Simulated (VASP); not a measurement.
Energy against volume of TiN (rock salt). Calculation: SCAN meta-GGA, VASP's PBE PAW potentials (set 64) (plane waves; VASP). Settings: 520 eV cut-off, 15×15×15 Γ-centred mesh, first-order Methfessel-Paxton smearing of 0.10 eV, potentials Ti_sv N.

| V (Å³/atom) | E (eV/atom) |
|---|---|
| 8.930 | -14.62637 |
| 9.215 | -14.65092 |
| 9.500 | -14.65708 |
| 9.785 | -14.64767 |

**Question.** Fit these four points and predict the energy of the run at 10.070 Å³/atom.

**Answer.** A cubic in V^(−2/3), the third-order Birch-Murnaghan form, passes through the four points with V0 = 9.46 Å³/atom and B0 = 296 GPa, and gives -14.6251 eV/atom there. The run gave -14.6250 eV/atom, +0.0 meV/atom from the fit; all five points give B0 = 296 GPa.

The compound is TiN in the rock salt structure. It was relaxed first.
